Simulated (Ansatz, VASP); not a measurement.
# SnO2 (Cassiterite) in two plane-wave programs, part 2 of 2

Aim: how closely do two programs agree when they are given the same cell, functional and k mesh? The two relaxations start from unlike cells of this crystal (the structure described is Ansatz's start), so only their ends are compared.

VASP 6.6.1 and Ansatz 0.2.0.

So far: The starting structure; Ansatz: relaxation of cell and atoms, PBE; VASP: relaxation of cell and atoms, PBE.

## (3) VASP: relaxation of cell and atoms, PBE (continued)

Level of this step: PBE; plane waves and PAW (Sn_d, O) (VASP).

Numbers of over 12 decimals in the logs are rounded to 6 here.

Parts of OUTCAR (step 3):

```text
ion  position               nearest neighbor table
   1  0.000  0.000  0.000-   4 2.09   6 2.09   4 2.09   6 2.09   5 2.09   3 2.09
   2  0.500  0.500  0.500-   3 2.09   5 2.09   3 2.09   5 2.09   4 2.09   6 2.09
   3  0.307  0.307  0.000-   2 2.09   2 2.09   1 2.09
   4  0.193  0.807  0.500-   1 2.09   1 2.09   2 2.09
   5  0.693  0.693  0.000-   2 2.09   2 2.09   1 2.09
   6  0.807  0.193  0.500-   1 2.09   1 2.09   2 2.09

  LATTYP: Found a simple tetragonal cell.
 ALAT       =     4.8305950868
 C/A-ratio  =     0.6711704219

 Subroutine GETGRP returns: Found 16 space group operations
 (whereof  8 operations were pure point group operations)

The static configuration has the point symmetry D_2h.
 The point group associated with its full space group is D_4h.

 Found    105 irreducible k-points:

   k-points           NKPTS =    105   k-points in BZ     NKDIM =    105   number of bands    NBANDS=     32

   dimension x,y,z NGX =    40 NGY =   40 NGZ =   28
   dimension x,y,z NGXF=    80 NGYF=   80 NGZF=   56

   ENCUT  =  600.0 eV  44.10 Ry    6.64 a.u.   9.65  9.65  6.48*2*pi/ulx,y,z

   NELECT =      52.0000    total number of electrons

 k-points in reciprocal lattice and weights: Automatic mesh
   0.00000000  0.00000000  0.00000000       0.001
   0.12500000  0.00000000  0.00000000       0.005
   0.25000000  0.00000000  0.00000000       0.005
   0.37500000  0.00000000  0.00000000       0.005
   0.50000000  0.00000000  0.00000000       0.003
   0.12500000  0.12500000  0.00000000       0.005
   0.25000000  0.12500000  0.00000000       0.010
   0.37500000  0.12500000  0.00000000       0.010
   0.50000000  0.12500000  0.00000000       0.005
[...]
0.50000000  0.37500000  0.50000000       0.005
   0.50000000  0.50000000  0.50000000       0.001

 average (electrostatic) potential at core
       1-100.1318       2-100.1318       3 -68.4548       4 -68.4548       5 -68.4548
       6 -68.4548

 E-fermi :   5.8273

 k-point     1 :       0.0000    0.0000    0.0000
  band No.  band energies     occupation
    ...
     22       4.2470      2.00000
     23       4.2470      2.00000
     24       4.7669      2.00000
     25       4.7669      2.00000
     26       5.5058      2.00000
     27       6.1487      0.00000
     28      11.1708      0.00000
     29      11.5506      0.00000
     30      11.5506      0.00000
     31      15.5969      0.00000
    ...

 k-point     2 :       0.1250    0.0000    0.0000
  band No.  band energies     occupation
    ...
     22       4.2517      2.00000
     23       4.2647      2.00000
     24       4.3897      2.00000
     25       4.7761      2.00000
     26       5.4305      2.00000
     27       6.6193      0.00000
     28      11.0163      0.00000
     29      11.6205      0.00000
     30      11.7020      0.00000
     31      15.7362      0.00000
    ...

 k-point     3 :       0.2500    0.0000    0.0000
  band No.  band energies     occupation
    ...
     22       3.8785      2.00000
     23       4.2645      2.00000
     24       4.2918      2.00000
     25       4.8012      2.00000
     26       5.2368      2.00000
     27       7.5013      0.00000
     28      10.6663      0.00000
     29      11.8279      0.00000
     30      11.9811      0.00000
     31      15.9242      0.00000
    ...

  Total       -0.0004964     -0.0004964      0.0127744      0.0000000      0.0000000      0.0000000
  in kB       -0.0105171     -0.0105171      0.2706384      0.0000000      0.0000000      0.0000000
  external PRESSURE =       0.0832014 kB  Pullay stress =       0.0000000 kB

  energy-cutoff  :      600.00
  volume of cell :       75.62
      direct lattice vectors                 reciprocal lattice vectors
     4.829912953  0.000000000  0.000000000     0.207043069 -0.000000000  0.000000000
     0.000000000  4.829912953  0.000000000     0.000000000  0.207043069  0.000000000
     0.000000000  0.000000000  3.241766374     0.000000000  0.000000000  0.308473802

 POSITION                                       TOTAL-FORCE (eV/Angst)
 -----------------------------------------------------------------------------------
      0.00000      0.00000      0.00000        -0.000000     -0.000000      0.000000
      2.41496      2.41496      1.62088        -0.000000     -0.000000      0.000000
      1.48053      1.48053      0.00000        -0.000910     -0.000910     -0.000000
      0.93443      3.89549      1.62088         0.000910     -0.000910     -0.000000
      3.34938      3.34938      0.00000         0.000910      0.000910      0.000000
      3.89549      0.93443      1.62088        -0.000910      0.000910      0.000000
 -----------------------------------------------------------------------------------
    total drift:                                0.000000      0.000000     -0.000000

  FREE ENERGIE OF THE ION-ELECTRON SYSTEM (eV)
  ---------------------------------------------------
  free  energy   TOTEN  =       -37.3210969063 eV

  energy  without entropy=      -37.3210969063  energy(sigma->0) =      -37.32109691

 reached required accuracy - stopping structural energy minimisation

 total charge
# of ion       s       p       d       tot
------------------------------------------
    1        0.880   1.024  10.327  12.231
    2        0.880   1.024  10.327  12.231
    3        1.557   3.482   0.000   5.039
    4        1.557   3.482   0.000   5.039
    5        1.557   3.482   0.000   5.039
    6        1.557   3.482   0.000   5.039
--------------------------------------------------
tot          7.990  15.973  20.654  44.617

[... 3 further parts left out ...]
```

CONTCAR:

```
SnO2
   1.00000000000000
     4.8299129532060388    0.0000000000000000    0.0000000000000000
     0.0000000000000000    4.8299129532060388    0.0000000000000000
     0.0000000000000000    0.0000000000000000    3.2417663741689244
  Sn              O
     2     4
Direct
     0.0000000000000000    0.0000000000000000    0.0000000000000000
     0.5000000000000000    0.5000000000000000    0.5000000000000000
     0.3065336165572446    0.3065336165572446    0.0000000000000000
     0.1934663834427553    0.8065336165572446    0.5000000000000000
     0.6934663834427554    0.6934663834427554    0.0000000000000000
     0.8065336165572446    0.1934663834427553    0.5000000000000000
```

## (4) Differences

Known differences besides the potentials themselves: fixed occupations in Ansatz, narrow Gaussian smearing in VASP; the cutoff is 420 eV in Ansatz and 600 eV in VASP; Ansatz adds a Pulay correction to the stress that steers its cell, VASP none. Total energies have different zeros and are not compared.

The two programs side by side:

| quantity | Ansatz | VASP | difference |
| --- | --- | --- | --- |
| volume (Å³) | 75.47 | 75.62 | -0.21 % |
| edge a after relaxation, in the typed setting (Å) | 4.827 | 4.830 | -0.05 % |
| edge c after relaxation, in the typed setting (Å) | 3.238 | 3.242 | -0.11 % |

## (5) Results

* difference in volume (relaxation of cell and atoms, PBE): -0.21 %

The difference in volume is -0.21 % (relaxation of cell and atoms, PBE), within the 1.2 % picked in this series as the mark of a large difference, as far as the stopping tolerances let one tell. 1 further run of this series is not shown here. Such differences can come from data sets, numerical settings and the points named under the comparisons, not from the functional's error against experiment.

[Lines on the potential files, build, host, timing and source positions are cut from VASP's logs without a mark.]

[Logs are printed without paths, hosts, clocks, repeated set-up lines and the standing remarks that a program may print on its own settings, such as how far it seeks lower states.]

[Hosts, paths, dates, database ids (printed as entryN), source tags and the programs' standing remarks are cut or masked in the printed files.]
